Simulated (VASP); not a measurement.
Computed with r2SCAN meta-GGA, VASP's PBE PAW potentials (set 64) (plane waves; VASP).

VASP ran on this input.

**INCAR**
```
SYSTEM=SiO2
PREC=Accurate; ENCUT=520; LREAL=.FALSE.
LASPH=.TRUE.
EDIFF=1E-6; NELM=100; ALGO=Normal
LMIXTAU=.TRUE.
ISMEAR=0; SIGMA=0.05
METAGGA=R2SCAN
IBRION=2; NSW=60; ISIF=3
EDIFFG=-0.02
LWAVE=.FALSE.; LCHARG=.FALSE.
```

### KPOINTS
```
Automatic mesh
0
Gamma
4 4 4
0 0 0
```

File POSCAR:
```
SiO2
1
    3.9940296374     2.3059536724     2.6290561957
   -3.9940296374     2.3059536724     2.6290561957
    0.0000000000    -4.6119083542     2.6290561999
Si O
3 6
Direct
  0.7153981926   0.2846018074   0.5000000000
  0.5000000000   0.7153981926   0.2846018074
  0.2846018074   0.5000000000   0.7153981926
  0.3087902771   0.6912097229   0.5000000000
  0.5000000000   0.3087902771   0.6912097229
  0.6912097229   0.5000000000   0.3087902771
  0.0000000000   0.3330478152   0.6669521848
  0.6669521848   1.0000000000   0.3330478152
  0.3330478152   0.6669521848   0.0000000000
```

POTCAR, in this order: Si O (PBE.64 set). Program: vasp_std.

Problem. What will the output report for the number of irreducible k-points (NKPTS), number of bands (NBANDS), largest plane-wave count, number of space-group operations, FFT grid (NGX, NGY, NGZ)?

Solution. 
* **number of irreducible k-points (NKPTS)**: 13
* **number of bands (NBANDS)**: 29
* **largest plane-wave count**: 3937
* **number of space-group operations**: 6
* **FFT grid (NGX, NGY, NGZ)**: 40 × 40 × 40

The structure comes from a computed database's SiO2 entry (R32); how it stands against other phases isn't given here. This run relaxes it. Symmetry was kept, so distortions that lower it aren't found. The start is the result of an earlier pass.
